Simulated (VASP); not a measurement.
These are rev-vdW-DF2, VASP's PBE PAW potentials (set 64) (plane waves; VASP) values and carry that method's errors.

A VASP calculation is set up with these files.

INCAR:
```
# general
SYSTEM   = Sb
PREC     = Accurate
ENCUT    = 520   # plane-wave cut-off (eV)
LREAL    = F   # projection in real space or not
LASPH    = T

# electronic loop
EDIFF    = 1E-7   # SCF stop (eV)
NELM     = 100   # most electronic steps
ALGO     = Normal   # blocked Davidson
LMAXMIX  = 4   # l cut-off of mixed one-centre charges

# smearing
ISMEAR   = 0
SIGMA    = 0.05   # width (eV)

# functional
GGA      = MK
LUSE_VDW = T
AGGAC    = 0.0
PARAM1   = 0.1234568
PARAM2   = 0.7114
ZAB_VDW  = -1.8867

# ions
IBRION   = 2
NSW      = 30   # most ionic steps
ISIF     = 4   # ions and shape, fixed volume
EDIFFG   = -0.01

# output
LWAVE    = F
LCHARG   = F
```

File POSCAR:
```
Sb
1.0
  4.0493719304  -2.2280084320  -0.0139232474
  4.0493719304   2.2280084320  -0.0139232474
  2.8360926153   0.0000000000   3.6494116544
Sb
2
Cartesian
  2.5614608433   0.0000000000   0.8483434908
  8.3733756328  -0.0000000000   2.7732216688
```

File KPOINTS:
```
Automatic mesh
0
Gamma
7 7 7
0 0 0
```

POTCAR, in this order: Sb (PBE.64 set). Program: vasp_std.

Question: What will the output report for the number of irreducible k-points (NKPTS), largest plane-wave count, number of space-group operations, FFT grid (NGX, NGY, NGZ)?

Answer: 
number of irreducible k-points (NKPTS): 44
largest plane-wave count: 1799
number of space-group operations: 12
FFT grid (NGX, NGY, NGZ): 36 × 36 × 36

The compound is Sb in the a7 structure. This cell is one point of a volume scan, at 1.06 of the reference volume. Symmetry was kept, so distortions that lower it aren't found.
